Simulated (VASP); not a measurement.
Data:

```xyz
4
Lattice="4.0655 0.0000 0.0000 0.0000 4.0655 0.0000 0.0000 0.0000 4.0655" Properties=species:S:1:pos:R:3 pbc="T T T"
Sc     0.0000     0.0000     0.0000
Al     0.0000     2.0328     2.0328
Al     2.0328     0.0000     2.0328
Al     2.0328     2.0328     0.0000
```

The numbers are results of PBE GGA, VASP's PBE PAW potentials (set 64) (plane waves; VASP), not measurements. Numerical set-up: 520 eV cut-off, 8×8×8 Γ-centred mesh, first-order Methfessel-Paxton smearing of 0.10 eV, potentials Sc_sv Al.

Question: Predict the energy per atom (σ→0), pressure, band gap (on the k-mesh) with the smallest direct gap where there is one.

Answer: 
| Quantity | Value |
|---|---|
| band gap (on the k-mesh) | none (metal, semimetal or under 0.01 eV) |
| energy per atom (σ→0) | -4.820 eV/atom |
| pressure | 2.74 GPa |

Total energies compare only between runs with the same potentials, cut-off and functional.

The compound is Al3Sc in the L1_2 structure. This cell is one point of a volume scan, at 0.97 of the reference volume.
